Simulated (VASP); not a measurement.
A convergence study with VASP on HfN (rock salt): one setting is varied, all else stays as given below, so the limit is that of these other settings.

```
HfN
1.0
    0.00000     2.26000     2.26000
    2.26000     0.00000     2.26000
    2.26000     2.26000     0.00000
Hf N
1 1
Direct
  0.00000   0.00000   0.00000
  0.50000   0.50000   0.50000
```

These are PBEsol GGA, VASP's PBE PAW potentials (set 64) (plane waves; VASP) values and carry that method's errors. The tightest run used: 700 eV cut-off, 24×24×24 Γ-centred mesh, tetrahedra with Blöchl corrections, potentials Hf_pv N.

### Question
The settings run are 3×3×3 mesh; 4×4×4 mesh; 5×5×5 mesh; 6×6×6 mesh; 7×7×7 mesh; 8×8×8 mesh; 9×9×9 mesh; 10×10×10 mesh; 11×11×11 mesh; 12×12×12 mesh; 13×13×13 mesh; 14×14×14 mesh; 15×15×15 mesh; 16×16×16 mesh; 17×17×17 mesh; 18×18×18 mesh; 19×19×19 mesh; 20×20×20 mesh; 21×21×21 mesh; 22×22×22 mesh; 23×23×23 mesh; 24×24×24 mesh. From which on does the stress (every component) stay within 0.1 GPa of the tightest run?

### Answer
From 8×8×8 mesh on: it is off by 0.00 there and by no more than 0.1 in any finer run, while 7×7×7 mesh is off by 0.15.
```json
[
 {"setting": "3×3×3 mesh", "E (eV/atom)": "-11.6244", "pressure (GPa)": "-7.45", "irreducible k-points": "4", "difference judged (GPa)": "1.79"},
 {"setting": "4×4×4 mesh", "E (eV/atom)": "-11.5592", "pressure (GPa)": "-6.35", "irreducible k-points": "8", "difference judged (GPa)": "0.68"},
 {"setting": "5×5×5 mesh", "E (eV/atom)": "-11.5239", "pressure (GPa)": "-6.04", "irreducible k-points": "10", "difference judged (GPa)": "0.38"},
 {"setting": "6×6×6 mesh", "E (eV/atom)": "-11.5059", "pressure (GPa)": "-5.69", "irreducible k-points": "16", "difference judged (GPa)": "0.02"},
 {"setting": "7×7×7 mesh", "E (eV/atom)": "-11.4929", "pressure (GPa)": "-5.52", "irreducible k-points": "20", "difference judged (GPa)": "0.15"},
 {"setting": "8×8×8 mesh", "E (eV/atom)": "-11.4989", "pressure (GPa)": "-5.67", "irreducible k-points": "29", "difference judged (GPa)": "0.00"},
 {"setting": "9×9×9 mesh", "E (eV/atom)": "-11.4953", "pressure (GPa)": "-5.62", "irreducible k-points": "35", "difference judged (GPa)": "0.04"},
 {"setting": "10×10×10 mesh", "E (eV/atom)": "-11.4960", "pressure (GPa)": "-5.64", "irreducible k-points": "47", "difference judged (GPa)": "0.03"},
 {"setting": "11×11×11 mesh", "E (eV/atom)": "-11.4955", "pressure (GPa)": "-5.65", "irreducible k-points": "56", "difference judged (GPa)": "0.02"},
 {"setting": "12×12×12 mesh", "E (eV/atom)": "-11.4957", "pressure (GPa)": "-5.66", "irreducible k-points": "72", "difference judged (GPa)": "0.01"},
 {"setting": "13×13×13 mesh", "E (eV/atom)": "-11.4963", "pressure (GPa)": "-5.66", "irreducible k-points": "84", "difference judged (GPa)": "0.00"},
 {"setting": "14×14×14 mesh", "E (eV/atom)": "-11.4954", "pressure (GPa)": "-5.65", "irreducible k-points": "104", "difference judged (GPa)": "0.01"},
 {"setting": "15×15×15 mesh", "E (eV/atom)": "-11.4960", "pressure (GPa)": "-5.66", "irreducible k-points": "120", "difference judged (GPa)": "0.00"},
 {"setting": "16×16×16 mesh", "E (eV/atom)": "-11.4958", "pressure (GPa)": "-5.66", "irreducible k-points": "145", "difference judged (GPa)": "0.00"},
 {"setting": "17×17×17 mesh", "E (eV/atom)": "-11.4957", "pressure (GPa)": "-5.66", "irreducible k-points": "165", "difference judged (GPa)": "0.01"},
 {"setting": "18×18×18 mesh", "E (eV/atom)": "-11.4960", "pressure (GPa)": "-5.66", "irreducible k-points": "195", "difference judged (GPa)": "0.00"},
 {"setting": "19×19×19 mesh", "E (eV/atom)": "-11.4958", "pressure (GPa)": "-5.66", "irreducible k-points": "220", "difference judged (GPa)": "0.00"},
 {"setting": "20×20×20 mesh", "E (eV/atom)": "-11.4959", "pressure (GPa)": "-5.66", "irreducible k-points": "256", "difference judged (GPa)": "0.00"},
 {"setting": "21×21×21 mesh", "E (eV/atom)": "-11.4958", "pressure (GPa)": "-5.66", "irreducible k-points": "286", "difference judged (GPa)": "0.00"},
 {"setting": "22×22×22 mesh", "E (eV/atom)": "-11.4958", "pressure (GPa)": "-5.66", "irreducible k-points": "328", "difference judged (GPa)": "0.00"},
 {"setting": "23×23×23 mesh", "E (eV/atom)": "-11.4959", "pressure (GPa)": "-5.67", "irreducible k-points": "364", "difference judged (GPa)": "0.00"},
 {"setting": "24×24×24 mesh", "E (eV/atom)": "-11.4957", "pressure (GPa)": "-5.66", "irreducible k-points": "413", "difference judged (GPa)": "0.00"}
]
```

Left out are rungs that failed or repeat a setting and relaxations that didn't move; long series are thinned to 24 rows.

The compound is HfN in the rock salt structure. The cell was not relaxed at this level. The electron count is odd and the run is not spin-polarised, which forces a metal.
